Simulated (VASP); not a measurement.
A run of VASP 6.6.1:

Contents of INCAR:

```
PREC = Accurate
ENCUT = 520
EDIFF = 1E-6
ISMEAR = 0
SIGMA = 0.1
LREAL = F
LASPH = T
NELM = 120
ALGO = Normal
ISIF = 3
LWAVE = F
LCHARG = F
GGA = PE
IBRION = 2
NSW = 90
EDIFFG = -0.01
KPAR = 4
```

The input KPOINTS:

```
regular mesh
0
Gamma
  14 14 14
```

Contents of POSCAR:

```
InGaO2
1.0
    1.5181617100      0.8765110700      6.5340000100
   -1.5181617100      0.8765110700      6.5340000100
    0.0000000000     -1.7530221400      6.5340000100
In Ga O
1 1 2
Direct
    0.5000000000      0.5000000000      0.5000000000
    0.0000000000      0.0000000000      0.0000000000
    0.7203207300      0.7203207300      0.7203207300
    0.2796792700      0.2796792700      0.2796792700
```

Potentials or basis: VASP PAW PBE potentials, release 64 (In_d, Ga_d, O).

Launch:

```bash
$ cat potpaw_PBE.64/In_d/POTCAR potpaw_PBE.64/Ga_d/POTCAR potpaw_PBE.64/O/POTCAR > POTCAR
$ mpirun -np 4 vasp_std > vasp.out
```

Hardware: 4 MPI ranks on Intel(R) Xeon(R) Platinum 8488C (Sapphire Rapids), on a shared host.

Q: Estimate the wall time of this run.

A: It took 17 min on 4 MPI ranks on Intel(R) Xeon(R) Platinum 8488C (Sapphire Rapids), on a shared host, peak memory 0.67 GiB a rank. Counts: scf iterations 39, k points 288, ion steps 5.
